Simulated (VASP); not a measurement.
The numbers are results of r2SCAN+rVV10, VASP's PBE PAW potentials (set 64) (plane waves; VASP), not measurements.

The input files of a VASP run:

KPOINTS:
```
kpoints
0
G
14 14 14
0 0 0
```

**POSCAR**
```
C
1
    0.0000000000     1.7803997375     1.7803997375
    1.7803997375     0.0000000000     1.7803997375
    1.7803997375     1.7803997375    -0.0000000000
C
2
Direct
  0.0000000000   0.0000000000   0.0000000000
  0.2500000000   0.2500000000   0.2500000000
```

INCAR:
```
SYSTEM = C
PREC = Accurate
ENCUT = 520
EDIFF = 1E-7
NELM = 100
ALGO = Normal
LREAL = .FALSE.
LASPH = .TRUE.
ISMEAR = -5
METAGGA = R2SCAN
LUSE_VDW = .TRUE.
BPARAM = 11.95
CPARAM = 0.0093
LMIXTAU = .TRUE.
LWAVE = .FALSE.
LCHARG = .FALSE.
LORBIT = 11
NEDOS = 601
ISIF = 2
```

KPOINTS_OPT:
```
k-points along high-symmetry lines
10
Line-mode
Reciprocal
  0.000000   0.000000   0.000000 ! GAMMA
  0.500000   0.000000   0.500000 ! X

  0.500000   0.000000   0.500000 ! X
  0.625000   0.250000   0.625000 ! U

  0.375000   0.375000   0.750000 ! K
  0.000000   0.000000   0.000000 ! GAMMA

  0.000000   0.000000   0.000000 ! GAMMA
  0.500000   0.500000   0.500000 ! L

  0.500000   0.500000   0.500000 ! L
  0.500000   0.250000   0.750000 ! W

  0.500000   0.250000   0.750000 ! W
  0.500000   0.000000   0.500000 ! X
```

POTCAR, in this order: C (PBE.64 set). Program: vasp_std.

Output of the run:

File OSZICAR:
```
       N       E                     dE             d eps       ncg     rms          rms(c)
DAV:   1    -0.267665132534E+01   -0.26767E+01   -0.53210E+03  1752   0.102E+03
DAV:   2    -0.217780368708E+02   -0.19101E+02   -0.18653E+02  2688   0.115E+02
DAV:   3    -0.218822028156E+02   -0.10417E+00   -0.10417E+00  1768   0.111E+01
DAV:   4    -0.218823532529E+02   -0.15044E-03   -0.15044E-03  2440   0.439E-01
DAV:   5    -0.218823532767E+02   -0.23767E-07   -0.23767E-07  1736   0.407E-03    0.515E+00
DAV:   6    -0.193806264363E+02    0.25017E+01   -0.33396E-01  2056   0.634E+00    0.426E+00
DAV:   7    -0.222459157100E+02   -0.28653E+01   -0.14086E+00  1952   0.894E+00    0.101E+00
DAV:   8    -0.194095945477E+02    0.28363E+01   -0.42101E-01  1832   0.572E+00    0.111E+00
DAV:   9    -0.195688812241E+02   -0.15929E+00   -0.27079E-02  1880   0.215E+00    0.178E-01
DAV:  10    -0.195791762892E+02   -0.10295E-01   -0.71888E-03  2144   0.979E-01    0.170E-01
DAV:  11    -0.195785913513E+02    0.58494E-03   -0.10310E-04  1688   0.115E-01    0.144E-01
DAV:  12    -0.195810489458E+02   -0.24576E-02   -0.56496E-04  1664   0.304E-01    0.223E-02
DAV:  13    -0.195810852813E+02   -0.36336E-04   -0.12131E-05  2352   0.477E-02    0.160E-02
DAV:  14    -0.195810867716E+02   -0.14903E-05   -0.94965E-07  1680   0.113E-02    0.223E-02
DAV:  15    -0.195810861019E+02    0.66972E-06   -0.10849E-06  2048   0.114E-02    0.330E-03
DAV:  16    -0.195810863124E+02   -0.21053E-06   -0.73711E-08  1104   0.305E-03    0.338E-04
DAV:  17    -0.195810864389E+02   -0.12650E-06   -0.59769E-09   832   0.109E-03    0.202E-04
DAV:  18    -0.195810864534E+02   -0.14461E-07   -0.42485E-09   832   0.793E-04
   1 F= -.19581086E+02 E0= -.19581086E+02  d E =0.000000E+00
       N       E                     dE             ncg
```

**OUTCAR**
```
------------------------ aborting loop because EDIFF is reached ----------------------------------------
  FORCE on cell =-STRESS in cart. coord.  units (eV):
  Direction    XX          YY          ZZ          XY          YZ          ZX
  --------------------------------------------------------------------------------------
  Total        0.0015972      0.0015972      0.0015972      0.0000000      0.0000000      0.0000000
  in kB        0.2267137      0.2267137      0.2267137      0.0000000      0.0000000      0.0000000
  external PRESSURE =       0.2267137 kB  Pullay stress =       0.0000000 kB
  volume of cell :       11.29
      direct lattice vectors                 reciprocal lattice vectors
     0.000000000  1.780399738  1.780399738    -0.280835809  0.280835809  0.280835809
     1.780399738  0.000000000  1.780399738     0.280835809 -0.280835809  0.280835809
     1.780399738  1.780399738  0.000000000     0.280835809  0.280835809 -0.280835809
 POSITION                                       TOTAL-FORCE (eV/Angst)
 -----------------------------------------------------------------------------------
      0.00000      0.00000      0.00000         0.000000      0.000000      0.000000
      0.89020      0.89020      0.89020        -0.000000     -0.000000     -0.000000
 -----------------------------------------------------------------------------------
    total drift:                                0.000000      0.000000      0.000000
  FREE ENERGIE OF THE ION-ELECTRON SYSTEM (eV)
  ---------------------------------------------------
  free  energy   TOTEN  =       -19.5810864534 eV

  energy  without entropy=      -19.5810864534  energy(sigma->0) =      -19.58108645

 total charge

# of ion       s       p       d       tot
------------------------------------------
    1        0.846   1.742   0.000   2.588
    2        0.846   1.742   0.000   2.588
--------------------------------------------------
tot          1.691   3.484   0.000   5.175
```
(Selected blocks of OUTCAR.)

The compound is C in the diamond structure. It was relaxed first.
